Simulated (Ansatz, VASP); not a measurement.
TaNbSi: VASP beside Ansatz

```xyz
9
Lattice="6.6435 0.0000 0.0000 -3.3218 5.7535 0.0000 0.0000 0.0000 3.6790" Properties=species:S:1:pos:R:3 pbc="T T T"
Nb    3.9130    0.0000    1.8395
Nb    1.3652    2.3647    1.8395
Nb   -1.9565    3.3888    1.8395
Ta    1.6077    0.0000    0.0000
Ta    2.5179    4.3611    0.0000
Ta   -0.8039    1.3923    0.0000
Si   -0.0003    3.8358    0.0000
Si    3.3221    1.9176    0.0000
Si    0.0000    0.0000    1.8395
```

The cell was built by a generator and needn't be a form met in nature.

Alike in both runs: task single point; functional PBE; k mesh 3 × 3 × 5; occupations gaussian, width 0.0183 eV; no spin polarisation.

|  | VASP | Ansatz |
| --- | --- | --- |
| version | VASP 6.6.1 | Ansatz 0.2.0 |
| potentials or method | VASP PAW PBE potentials, release 64 (Nb_sv, Ta_pv, Si) | PAW plane waves |
| plane-wave cutoff (eV) | 520 | 420 |
| valence electrons in the cell | 84 | 90 |

Ansatz gave:

- gap on the k mesh at the Fermi level (eV): none
- pressure (GPa): 16.0
- largest component of the traceless stress (GPa): 7.76
- rms of the force components (eV/Å): 0.778

Which values does VASP return?

gap on the k mesh at the Fermi level (eV): none; pressure (GPa): 16.0; largest component of the traceless stress (GPa): 7.76; rms of the force components (eV/Å): 0.785.

Atom by atom the forces differ by 0.007 eV/Å (rms over components). A gap of «none» marks a metal or a gap that the smearing closes. The two sets of potentials don't hold the same shells in valence. Ansatz warned: «structure_snapped_to_symmetry».

Caveats: the k mesh is coarse (spacing up to 0.36 Å⁻¹), so the values aren't converged; so large a pressure means that the cell lies far from this level's equilibrium, or that cutoff or potentials fall short (VASP); forces of over 1 eV/Å show positions far from the minimum, so gaps and moduli don't describe the material at rest. Spin-orbit coupling is left out, which matters for the levels of Ta.
